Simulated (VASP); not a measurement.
All values below come from AM05 GGA, VASP's PBE PAW potentials (set 64) (plane waves; VASP).

A VASP calculation is set up with these files.

**POSCAR**
```
Al
1
    0.0000000000     2.0215144545     2.0215144545
    2.0215144545     0.0000000000     2.0215144545
    2.0215144545     2.0215144545     0.0000000000
Al
1
Direct
  0.0000000000   0.0000000000   0.0000000000
```

**INCAR**
```
SYSTEM  =  Al
PREC  =  Accurate; ENCUT  =  520; LREAL  =  .FALSE.
LASPH  =  .TRUE.
EDIFF  =  1E-7; NELM  =  100; ALGO  =  Normal
ISMEAR  =  1; SIGMA  =  0.1
GGA  =  AM
ISIF  =  2
LWAVE  =  .FALSE.; LCHARG  =  .FALSE.
```

**KPOINTS**
```
Automatic mesh
0
Gamma
16 16 16
0 0 0
```

POTCAR, in this order: Al (PBE.64 set). Program: vasp_std.

Question: What does the run give for the energy per atom (σ→0), pressure, band gap (on the k-mesh)?

Answer: 
```yaml
energy per atom (σ→0): -4.021 eV/atom
band gap (on the k-mesh): none (metal, semimetal or under 0.01 eV)
pressure: -2.20 GPa
```

**OSZICAR**
```
...
DAV:   5    -0.405698088095E+01   -0.41179E-06   -0.41219E-06  1935   0.131E-02    0.149E+00
DAV:   6    -0.403583880320E+01    0.21142E-01   -0.31841E-03  1775   0.404E-01    0.852E-01
DAV:   7    -0.402112049776E+01    0.14718E-01   -0.98904E-03  1725   0.666E-01    0.152E-01
DAV:   8    -0.402110778537E+01    0.12712E-04   -0.29054E-05  1820   0.621E-02    0.207E-02
DAV:   9    -0.402110347971E+01    0.43057E-05   -0.34090E-06  1850   0.123E-02    0.175E-03
DAV:  10    -0.402110329723E+01    0.18247E-06   -0.79080E-09  1775   0.100E-03    0.109E-03
DAV:  11    -0.402110324983E+01    0.47409E-07   -0.74408E-10   975   0.250E-04
   1 F= -.40211032E+01 E0= -.40212024E+01  d E =0.297353E-03
```

The compound is Al in the fcc structure. This cell is one point of a volume scan, at 1.03 of the reference volume.
